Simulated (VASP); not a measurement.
Given:

```
ZrS2
1.0
    1.83992    -3.18684     0.00000
    1.83992     3.18684     0.00000
    0.00000     0.00000     5.82716
Zr S
1 2
Direct
  0.00000   0.00000   0.00000
  0.33333   0.66667   0.24970
  0.66667   0.33333   0.75030
```

The numbers are results of optB88-vdW, VASP's PBE PAW potentials (set 64) (plane waves; VASP), not measurements. Settings: 520 eV cut-off, Gaussian smearing of 0.050 eV, potentials Zr_sv S.

### Question
Predict the band gap (along the path) with the smallest direct gap where there is one.

### Answer

```json
{
 "band gap (along the path)": "0.82 eV",
 "smallest direct gap (along the path)": "1.45 eV"
}
```

Total energies compare only between runs with the same potentials, cut-off and functional.

The compound is ZrS2 in the 1T layered structure. It was relaxed first.
